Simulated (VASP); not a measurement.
The input files of a VASP run:

INCAR:
```
SYSTEM = PtSe2
PREC = Accurate; ENCUT = 480; LREAL = .FALSE.
LASPH = .TRUE.
EDIFF = 1E-6; NELM = 100; ALGO = Normal
LMAXMIX = 6
ISMEAR = 1; SIGMA = 0.1
GGA = PS
IBRION = 2; NSW = 60; ISIF = 3
EDIFFG = -0.02
LWAVE = .FALSE.; LCHARG = .FALSE.
```

POSCAR:
```
PtSe2
1
    3.7681246310    -0.0000000000     0.0000000000
   -1.8840623155     3.2632919064     0.0000000000
    0.0000000000    -0.0000000000     4.8795128888
Pt Se
1 2
Direct
  0.0000000000   0.0000000000   1.0000000000
  0.3333330000   0.6666670000   0.2570281518
  0.6666670000   0.3333330000   0.7429718482
```

KPOINTS:
```
Automatic mesh
0
Gamma
9 9 6
0 0 0
```

POTCAR, in this order: Pt Se (PBE.64 set). Program: vasp_std.

Q: Translate this PBEsol calculation to Quantum ESPRESSO's pw.x.

A: One equivalent input (not run):
```
&CONTROL
  calculation = 'vc-relax'
  pseudo_dir = './pseudo'
  outdir = './out'
  tprnfor = .true.
  tstress = .true.
  nstep = 60
  forc_conv_thr = 0.00078
/
&SYSTEM
  ibrav = 0
  nat = 3
  ntyp = 2
  ecutwfc = 86
  occupations = 'smearing'
  smearing = 'methfessel-paxton'
  degauss = 0.00735
  input_dft = 'pbesol'
/
&ELECTRONS
  conv_thr = 7.3e-08
  electron_maxstep = 100
/
&IONS
/
&CELL
/
ATOMIC_SPECIES
  Pt 195.084 Pt.upf
  Se 78.971 Se.upf
CELL_PARAMETERS angstrom
     3.7681246   -0.0000000    0.0000000
    -1.8840623    3.2632919    0.0000000
     0.0000000   -0.0000000    4.8795129
ATOMIC_POSITIONS crystal
  Pt   0.0000000  0.0000000  1.0000000
  Se   0.3333330  0.6666670  0.2570282
  Se   0.6666670  0.3333330  0.7429718
K_POINTS automatic
  9 9 6 0 0 0
```
Limits of the translation: the potentials are each code's own (VASP's PAW set, PseudoDojo norm-conserving files in pw.x), so ENCUT and ecutwfc are chosen apart and not converted; conv_thr bounds pw.x's estimated SCF error, while EDIFF bounds the energy change between steps; forc_conv_thr acts on force components and is met together with etot_conv_thr.

The compound is PtSe2 in the 1T layered structure. This run relaxes it. Symmetry was kept, so distortions that lower it aren't found. The start is the result of an earlier pass.
